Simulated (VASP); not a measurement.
These are PBE0 hybrid, VASP's PBE PAW potentials (set 64) (plane waves; VASP) values and carry that method's errors.

VASP ran on this input.

INCAR:
```
! general
SYSTEM   = PbTe
PREC     = Accurate
ENCUT    = 520
LREAL    = .False.
LASPH    = .True.
ISYM     = 3

! electronic loop
EDIFF    = 1E-6
NELM     = 60
ALGO     = Normal
LMAXMIX  = 4

! smearing
ISMEAR   = 0
SIGMA    = 0.05

! functional
GGA      = PE
LHFCALC  = .True.
AEXX     = 0.25
HFRCUT   = -1
PRECFOCK = Fast

! ions
ISIF     = 2

! output
LWAVE    = .False.
LCHARG   = .False.
```

File KPOINTS_OPT:
```
named points and PBE's band edges
7
Reciprocal
  0.000000   0.000000   0.000000 1 ! GAMMA
  0.500000   0.000000   0.500000 1 ! X
  0.500000   0.500000   0.500000 1 ! L
  0.500000   0.250000   0.750000 1 ! W
  0.375000   0.375000   0.750000 1 ! K
  0.625000   0.250000   0.625000 1 ! U
  0.464290   0.464290   0.464290 1 ! near an edge
```

KPOINTS:
```
Automatic mesh
0
gamma
 6 6 6
```

File POSCAR:
```
PbTe
4.6432740
  0.0000000000   0.7071067703   0.7071067703
  0.7071067703   0.0000000000   0.7071067703
  0.7071067703   0.7071067703   0.0000000000
Te Pb
1 1
direct
  0.5000000000   0.5000000000   0.5000000000
  0.0000000000   0.0000000000   0.0000000000
```

POTCAR, in this order: Te Pb_d (PBE.64 set). Program: vasp_std. Read from the step before: WAVECAR.

**Question.** What will the output report for the number of irreducible k-points (NKPTS), largest plane-wave count, number of space-group operations, FFT grid (NGX, NGY, NGZ)?

**Answer.** 
The number of irreducible k-points (NKPTS) comes out as 16 and the largest plane-wave count is 1932. The number of space-group operations is 48 and the FFT grid (NGX, NGY, NGZ) is 36 × 36 × 36.

The compound is PbTe in the rock salt structure. It was relaxed first, which changed the volume by +5 %.
